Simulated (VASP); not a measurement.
All values below come from LDA (Ceperley-Alder, Perdew-Zunger), VASP's LDA PAW potentials (set 64) (plane waves; VASP 6.6.1).

A VASP calculation is set up with these files.

INCAR:
```
SYSTEM = WS2
PREC = Accurate
ENCUT = 400
EDIFF = 1E-6
NELM = 100
ALGO = Normal
LREAL = .FALSE.
LASPH = .TRUE.
ISMEAR = 0
SIGMA = 0.05
LMAXMIX = 6
LWAVE = .FALSE.
LCHARG = .FALSE.
IBRION = 2
ISIF = 3
NSW = 60
EDIFFG = -0.02
```

KPOINTS:
```
Regular mesh
0
G
7 7 1
0 0 0
```

**POSCAR**
```
WS2
1.0
  3.1279324090   0.0000000000   0.0000000000
 -1.5639662045   2.7088691877   0.0000000000
  0.0000000000   0.0000000000  22.3351280093
W S
2 4
Direct
  0.3333330000   0.6666670000   0.6356391751
  0.6666670000   0.3333330000   0.3643608249
  0.3333330000   0.6666670000   0.2943812712
  0.6666670000   0.3333330000   0.7056187288
  0.6666670000   0.3333330000   0.5655762687
  0.3333330000   0.6666670000   0.4344237313
```

POTCAR, in this order: W_sv S (LDA.64 set). Program: vasp_std.

Output of the run:

**OUTCAR**
```
 ion  position               nearest neighbor table
   1  0.333  0.667  0.636-   4 2.39   4 2.39   4 2.39   5 2.39   5 2.39   5 2.39
   2  0.667  0.333  0.364-   3 2.39   3 2.39   3 2.39   6 2.39   6 2.39   6 2.39
   3  0.333  0.667  0.294-   2 2.39   2 2.39   2 2.39
   4  0.667  0.333  0.706-   1 2.39   1 2.39   1 2.39
   5  0.667  0.333  0.566-   1 2.39   1 2.39   1 2.39
   6  0.333  0.667  0.434-   2 2.39   2 2.39   2 2.39
  LATTYP: Found a hexagonal cell.
 ALAT       =     3.1279324090
 C/A-ratio  =     7.1405404877
 Subroutine PRICEL returns:
 Original cell was already a primitive cell.
 Subroutine GETGRP returns: Found 12 space group operations
The static configuration has the point symmetry D_3d.
The dynamic configuration has the point symmetry D_3d.
 Subroutine INISYM returns: Found 12 space group operations
 Subroutine IBZKPT returns following result:
 Found      8 irreducible k-points:

 Following reciprocal coordinates:
            Coordinates               Weight
  0.000000  0.000000  0.000000      1.000000
  0.142857  0.000000  0.000000      6.000000
  0.285714  0.000000  0.000000      6.000000
  0.428571  0.000000  0.000000      6.000000
...
```

File OSZICAR:
```
       N       E                     dE             d eps       ncg     rms          rms(c)
DAV:   1     0.443581632199E+03    0.44358E+03   -0.25593E+04   600   0.125E+03
DAV:   2    -0.247078221449E+02   -0.46829E+03   -0.45838E+03   623   0.354E+02
DAV:   3    -0.540099608949E+02   -0.29302E+02   -0.29113E+02   603   0.878E+01
DAV:   4    -0.550375832015E+02   -0.10276E+01   -0.10259E+01   664   0.165E+01
DAV:   5    -0.550621490677E+02   -0.24566E-01   -0.24560E-01   620   0.280E+00    0.405E+01
DAV:   6    -0.528132050571E+02    0.22489E+01   -0.12102E+01   576   0.204E+01    0.174E+01
DAV:   7    -0.525625663270E+02    0.25064E+00   -0.37806E+00   606   0.903E+00    0.622E+00
DAV:   8    -0.524174999097E+02    0.14507E+00   -0.65806E-01   650   0.477E+00    0.182E+00
DAV:   9    -0.524187879140E+02   -0.12880E-02   -0.73183E-02   728   0.132E+00    0.969E-01
DAV:  10    -0.524155158342E+02    0.32721E-02   -0.28245E-02   619   0.106E+00    0.265E-01
DAV:  11    -0.524153615789E+02    0.15426E-03   -0.29992E-03   672   0.337E-01    0.143E-01
DAV:  12    -0.524153387895E+02    0.22789E-04   -0.22208E-04   656   0.960E-02    0.542E-02
DAV:  13    -0.524154213374E+02   -0.82548E-04   -0.12236E-04   616   0.467E-02    0.165E-02
DAV:  14    -0.524155050056E+02   -0.83668E-04   -0.45531E-05   544   0.232E-02    0.213E-02
DAV:  15    -0.524155935842E+02   -0.88579E-04   -0.25791E-05   544   0.189E-02    0.875E-03
DAV:  16    -0.524156523378E+02   -0.58754E-04   -0.11936E-05   544   0.125E-02    0.144E-02
DAV:  17    -0.524157057838E+02   -0.53446E-04   -0.34699E-06   496   0.928E-03    0.248E-03
DAV:  18    -0.524157557208E+02   -0.49937E-04   -0.27711E-06   496   0.646E-03    0.577E-03
DAV:  19    -0.524157748981E+02   -0.19177E-04   -0.68013E-07   440   0.345E-03    0.444E-03
DAV:  20    -0.524157851010E+02   -0.10203E-04   -0.66547E-07   432   0.352E-03    0.732E-04
DAV:  21    -0.524157875041E+02   -0.24031E-05   -0.13466E-07   416   0.147E-03    0.616E-04
DAV:  22    -0.524157880743E+02   -0.57018E-06   -0.32110E-08   416   0.616E-04
   1 F= -.52415788E+02 E0= -.52415788E+02  d E =-.524158E+02
       N       E                     dE             d eps       ncg     rms          rms(c)
DAV:   1    -0.524167929440E+02   -0.10054E-02   -0.38477E-02   531   0.181E+00    0.400E-01
DAV:   2    -0.524158986542E+02    0.89429E-03   -0.77843E-03   622   0.578E-01    0.169E-01
DAV:   3    -0.524157032142E+02    0.19544E-03   -0.10730E-03   619   0.162E-01    0.613E-02
DAV:   4    -0.524156497922E+02    0.53422E-04   -0.14373E-04   602   0.751E-02    0.246E-02
DAV:   5    -0.524156422296E+02    0.75625E-05   -0.35285E-05   640   0.340E-02    0.197E-02
DAV:   6    -0.524156441069E+02   -0.18773E-05   -0.57971E-06   524   0.147E-02    0.561E-03
DAV:   7    -0.524156463920E+02   -0.22850E-05   -0.25664E-06   480   0.883E-03    0.213E-03
DAV:   8    -0.524156500893E+02   -0.36973E-05   -0.66316E-07   397   0.459E-03    0.150E-03
DAV:   9    -0.524156529017E+02   -0.28124E-05   -0.39294E-07   376   0.278E-03    0.125E-03
DAV:  10    -0.524156561639E+02   -0.32622E-05   -0.47836E-07   398   0.219E-03    0.875E-04
DAV:  11    -0.524156572439E+02   -0.10800E-05   -0.11593E-07   318   0.136E-03    0.408E-04
DAV:  12    -0.524156582986E+02   -0.10547E-05   -0.22002E-07   369   0.115E-03    0.535E-04
DAV:  13    -0.524156584827E+02   -0.18407E-06   -0.23646E-08   290   0.628E-04
   2 F= -.52415658E+02 E0= -.52415658E+02  d E =0.129592E-03
       N       E                     dE             d eps       ncg     rms          rms(c)
DAV:   1    -0.524163127895E+02   -0.65449E-03   -0.15610E-02   510   0.116E+00    0.255E-01
DAV:   2    -0.524159511039E+02    0.36169E-03   -0.31800E-03   601   0.369E-01    0.108E-01
DAV:   3    -0.524158726871E+02    0.78417E-04   -0.44373E-04   619   0.104E-01    0.391E-02
DAV:   4    -0.524158516993E+02    0.20988E-04   -0.58835E-05   574   0.481E-02    0.153E-02
DAV:   5    -0.524158481110E+02    0.35883E-05   -0.14533E-05   632   0.218E-02    0.126E-02
DAV:   6    -0.524158475857E+02    0.52529E-06   -0.21234E-06   404   0.941E-03
   3 F= -.52415848E+02 E0= -.52415848E+02  d E =-.595114E-04
```

File OUTCAR:
```
------------------------ aborting loop because EDIFF is reached ----------------------------------------
  FORCE on cell =-STRESS in cart. coord.  units (eV):
  Direction    XX          YY          ZZ          XY          YZ          ZX
  --------------------------------------------------------------------------------------
  Total        0.0616562      0.0616562      0.0275447      0.0000000      0.0000000      0.0000000
  in kB        0.5222453      0.5222454      0.2333112      0.0000000      0.0000000      0.0000000
  external PRESSURE =       0.4259340 kB  Pullay stress =       0.0000000 kB
  volume of cell :      189.15
      direct lattice vectors                 reciprocal lattice vectors
     3.127840294  0.000000000  0.000000000     0.319709418  0.184584301 -0.000000000
    -1.563920147  2.708789414  0.000000000     0.000000000  0.369168602  0.000000000
     0.000000000  0.000000000 22.325063615    -0.000000000 -0.000000000  0.044792706
 POSITION                                       TOTAL-FORCE (eV/Angst)
 -----------------------------------------------------------------------------------
     -0.00000      1.80586     14.19099        -0.000000      0.000000      0.004600
      1.56392      0.90293      8.13407         0.000000     -0.000000     -0.004600
     -0.00000      1.80586      6.57258         0.000000      0.000000     -0.002305
      1.56392      0.90293     15.75248        -0.000000      0.000000      0.002305
      1.56392      0.90293     12.62690        -0.000000      0.000000      0.003041
     -0.00000      1.80586      9.69817        -0.000000     -0.000000     -0.003041
 -----------------------------------------------------------------------------------
    total drift:                               -0.000000     -0.000000      0.000000
  FREE ENERGIE OF THE ION-ELECTRON SYSTEM (eV)
  ---------------------------------------------------
  free  energy   TOTEN  =       -52.4158475857 eV

  energy  without entropy=      -52.4158475857  energy(sigma->0) =      -52.41584759

 reached required accuracy - stopping structural energy minimisation
```
(Selected blocks of OUTCAR.)

**CONTCAR**
```
WS2
   1.00000000000000
     3.1278402938756233    0.0000000000000000    0.0000000000000000
    -1.5639201469378117    2.7087894136392303    0.0000000000000000
     0.0000000000000000    0.0000000000000000   22.3250636146970010
  W               S
     2     4
Direct
     0.3333330000000032    0.6666669999999968    0.6356527894494035
     0.6666669999999968    0.3333330000000032    0.3643472105505964
     0.3333330000000032    0.6666669999999968    0.2944036829972211
     0.6666669999999968    0.3333330000000032    0.7055963170027790
     0.6666669999999968    0.3333330000000032    0.5655928466643512
     0.3333330000000032    0.6666669999999968    0.4344071533356488
```

The cell holds a wide vacuum, so values per volume refer to the whole cell.

The cell is a sheet with vacuum, built from a database entry that may be metastable or hypothetical.
